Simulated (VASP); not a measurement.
These are optB86b-vdW, VASP's PBE PAW potentials (set 64) (plane waves; VASP) values and carry that method's errors.

VASP input:

**KPOINTS**
```
Automatic mesh
0
Gamma
14 14 13
0 0 0
```

**POSCAR**
```
WC
1.0
  1.4580645443  -2.5254419469   0.0000000000
  1.4580645443   2.5254419469   0.0000000000
  0.0000000000   0.0000000000   2.8444465401
W C
1 1
Cartesian
  0.0000000000   0.0000000000   0.0000000000
  1.4580645443   0.8418156659   1.4222232700
```

### INCAR
```
AGGAC  =  0.0
ALGO  =  Normal
EDIFF  =  1E-7
EDIFFG  =  -0.01
ENCUT  =  520
GGA  =  MK
IBRION  =  2
ISIF  =  4
ISMEAR  =  1
LASPH  =  T
LCHARG  =  F
LMAXMIX  =  6
LREAL  =  F
LUSE_VDW  =  T
LWAVE  =  F
NELM  =  100
NSW  =  30
PARAM1  =  0.1234
PARAM2  =  1.0
PREC  =  Accurate
SIGMA  =  0.1
SYSTEM  =  WC
```

POTCAR, in this order: W_sv C (PBE.64 set). Program: vasp_std.

What VASP printed:

### OUTCAR
```
 ion  position               nearest neighbor table
   1  0.000  0.000  0.000-   2 2.20   2 2.20   2 2.20   2 2.20   2 2.20   2 2.20
   2  0.333  0.667  0.500-   1 2.20   1 2.20   1 2.20   1 2.20   1 2.20   1 2.20
  LATTYP: Found a hexagonal cell.
 ALAT       =     2.9161291539
 C/A-ratio  =     0.9754185737
 Subroutine PRICEL returns:
 Original cell was already a primitive cell.
 Subroutine GETGRP returns: Found 12 space group operations
The static configuration has the point symmetry D_3h.
The dynamic configuration has the point symmetry D_3h.
 Subroutine INISYM returns: Found 12 space group operations
 Subroutine IBZKPT returns following result:
 Found    168 irreducible k-points:

 Following reciprocal coordinates:
            Coordinates               Weight
  0.000000  0.000000  0.000000      1.000000
  0.071429  0.000000  0.000000      6.000000
  0.142857 -0.000000  0.000000      6.000000
  0.214286 -0.000000  0.000000      6.000000
  0.285714  0.000000  0.000000      6.000000
  0.357143 -0.000000  0.000000      6.000000
  0.428571 -0.000000  0.000000      6.000000
  0.500000  0.000000  0.000000      3.000000
  0.071429  0.071429  0.000000      6.000000
  0.142857  0.071429  0.000000     12.000000
  0.214286  0.071429  0.000000     12.000000
  0.285714  0.071429  0.000000     12.000000
  0.357143  0.071429  0.000000     12.000000
  0.428571  0.071429  0.000000     12.000000
  0.142857  0.142857  0.000000      6.000000
  0.214286  0.142857  0.000000     12.000000
  0.285714  0.142857  0.000000     12.000000
  0.357143  0.142857  0.000000     12.000000
  0.428571  0.142857  0.000000      6.000000
  0.214286  0.214286  0.000000      6.000000
  0.285714  0.214286  0.000000     12.000000
  0.357143  0.214286  0.000000     12.000000
  0.285714  0.285714  0.000000      6.000000
...
```

**OSZICAR**
```
       N       E                     dE             d eps       ncg     rms          rms(c)
DAV:   1     0.114055015432E+03    0.11406E+03   -0.97805E+03  4376   0.154E+03
DAV:   2    -0.176494778822E+02   -0.13170E+03   -0.12780E+03  5028   0.379E+02
DAV:   3    -0.216946402808E+02   -0.40452E+01   -0.40103E+01  5329   0.614E+01
DAV:   4    -0.217366223397E+02   -0.41982E-01   -0.41959E-01  4818   0.652E+00
DAV:   5    -0.217369511454E+02   -0.32881E-03   -0.32879E-03  5108   0.608E-01    0.317E+01
DAV:   6    -0.187824282235E+02    0.29545E+01   -0.96330E+00  4923   0.316E+01    0.827E+00
DAV:   7    -0.187125684489E+02    0.69860E-01   -0.44165E-01  4558   0.598E+00    0.605E+00
DAV:   8    -0.186884894366E+02    0.24079E-01   -0.71654E-02  4833   0.256E+00    0.865E-01
DAV:   9    -0.186873828666E+02    0.11066E-02   -0.37943E-03  4723   0.483E-01    0.146E-01
DAV:  10    -0.186873732019E+02    0.96647E-05   -0.30861E-04  5098   0.233E-01    0.783E-02
DAV:  11    -0.186873719375E+02    0.12644E-05   -0.23872E-05  4768   0.447E-02    0.128E-02
DAV:  12    -0.186873706495E+02    0.12880E-05   -0.66911E-06  4763   0.257E-02    0.389E-03
DAV:  13    -0.186873706740E+02   -0.24515E-07   -0.13915E-07  3187   0.398E-03
   1 F= -.18687371E+02 E0= -.18687376E+02  d E =-.186874E+02
       N       E                     dE             d eps       ncg     rms          rms(c)
DAV:   1    -0.186882298262E+02   -0.85918E-03   -0.32076E-02  4373   0.215E+00    0.150E-01
DAV:   2    -0.186875746293E+02    0.65520E-03   -0.13770E-03  4658   0.370E-01    0.803E-02
DAV:   3    -0.186873356791E+02    0.23895E-03   -0.47616E-04  4713   0.201E-01    0.268E-02
DAV:   4    -0.186873327562E+02    0.29230E-05   -0.22710E-05  4818   0.465E-02    0.121E-02
DAV:   5    -0.186873324194E+02    0.33679E-06   -0.20711E-06  4683   0.141E-02    0.249E-03
DAV:   6    -0.186873323572E+02    0.62198E-07   -0.28785E-07  4042   0.534E-03
   2 F= -.18687332E+02 E0= -.18687341E+02  d E =0.383169E-04
       N       E                     dE             d eps       ncg     rms          rms(c)
DAV:   1    -0.186877113002E+02   -0.37888E-03   -0.10102E-02  4373   0.121E+00    0.843E-02
DAV:   2    -0.186875038960E+02    0.20740E-03   -0.43523E-04  4653   0.208E-01    0.450E-02
DAV:   3    -0.186874294106E+02    0.74485E-04   -0.14707E-04  4708   0.112E-01    0.155E-02
DAV:   4    -0.186874282989E+02    0.11117E-05   -0.74308E-06  4828   0.265E-02    0.688E-03
DAV:   5    -0.186874281019E+02    0.19701E-06   -0.67132E-07  4603   0.806E-03    0.143E-03
DAV:   6    -0.186874280757E+02    0.26193E-07   -0.83535E-08  2339   0.301E-03
   3 F= -.18687428E+02 E0= -.18687435E+02  d E =-.574017E-04
```

**OUTCAR**
```
------------------------ aborting loop because EDIFF is reached ----------------------------------------
  FORCE on cell =-STRESS in cart. coord.  units (eV):
  Direction    XX          YY          ZZ          XY          YZ          ZX
  --------------------------------------------------------------------------------------
  Total        0.0095877      0.0095877      0.0099134      0.0000000      0.0000000      0.0000000
  in kB        0.7333010      0.7333011      0.7582135      0.0000000      0.0000000      0.0000000
  external PRESSURE =       0.7416052 kB  Pullay stress =       0.0000000 kB
  volume of cell :       20.95
      direct lattice vectors                 reciprocal lattice vectors
     1.457407891 -2.524304589  0.000000000     0.343074854 -0.198074354  0.000000000
     1.457407891  2.524304589 -0.000000000     0.343074854  0.198074354  0.000000000
    -0.000000000  0.000000000  2.847010321    -0.000000000  0.000000000  0.351245653
 POSITION                                       TOTAL-FORCE (eV/Angst)
 -----------------------------------------------------------------------------------
      0.00000     -0.00000      0.00000        -0.000000      0.000000      0.000000
      1.45741      0.84144      1.42351         0.000000      0.000000     -0.000000
 -----------------------------------------------------------------------------------
    total drift:                                0.000000     -0.000389      0.000000
  FREE ENERGIE OF THE ION-ELECTRON SYSTEM (eV)
  ---------------------------------------------------
  free  energy   TOTEN  =       -18.6874280757 eV

  energy  without entropy=      -18.6874498618  energy(sigma->0) =      -18.68743534

 reached required accuracy - stopping structural energy minimisation
```
(Selected blocks of OUTCAR.)

File CONTCAR:
```
WC
   1.00000000000000
     1.4574078906617016   -2.5243045893598870    0.0000000000000000
     1.4574078906617016    2.5243045893598870   -0.0000000000000000
    -0.0000000000000000    0.0000000000000000    2.8470103206309427
  W               C
     1     1
Direct
     0.0000000000000000    0.0000000000000000    0.0000000000000000
     0.3333330000000032    0.6666669999999968    0.5000000000000000
```

OUTCAR:
```
 val. band max:       10.8182180925   @ k =   0.0714   0.0714   0.3846

 cond. band min:      10.8923436282   @ k =   0.5000   0.0000   0.3846


 Fermi energy:        10.8472285763

 k-point     1 :       0.0000    0.0000    0.0000
  band No.  band energies     occupation
      1     -63.1889      2.00000
      2     -27.1664      2.00000
      3     -27.0617      2.00000
      4     -27.0617      2.00000
      5      -3.4676      2.00000
      6       6.6076      2.00000
      7       7.5718      2.00000
      8       7.5718      2.00000
      9      10.9441     -0.04321
     10      14.0233      0.00000
     11      14.0233      0.00000
     12      16.4045      0.00000
     13      16.4045      0.00000

 k-point     2 :       0.0714    0.0000    0.0000
  band No.  band energies     occupation
      1     -63.1861      2.00000
      2     -27.1611      2.00000
      3     -27.1027      2.00000
      4     -27.0710      2.00000
      5      -3.3351      2.00000
      6       6.6528      2.00000
      7       7.3846      2.00000
      8       7.6957      2.00000
      9      10.5445      2.00016
     10      13.9757      0.00000
     11      14.4669      0.00000
     12      16.1284      0.00000
     13      16.3111      0.00000

 k-point     3 :       0.1429   -0.0000    0.0000
  band No.  band energies     occupation
      1     -63.1784      2.00000
      2     -27.2164      2.00000
      3     -27.1464      2.00000
      4     -27.0970      2.00000
      5      -2.9543      2.00000
      6       6.4478      2.00000
      7       7.2592      2.00000
      8       8.0517      2.00000
      9       9.7459      2.00000
     10      13.8452      0.00000
     11      15.3699      0.00000
     12      15.4680      0.00000
     13      16.0712      0.00000

 k-point     4 :       0.2143   -0.0000    0.0000
  band No.  band energies     occupation
      1     -63.1672      2.00000
      2     -27.3774      2.00000
      3     -27.1343      2.00000
...
```

Unless said otherwise, spin-orbit coupling is left out, though it shifts the bands of the heavy elements here.

The compound is WC in the wc structure. This run relaxes it. Symmetry was kept, so distortions that lower it aren't found.
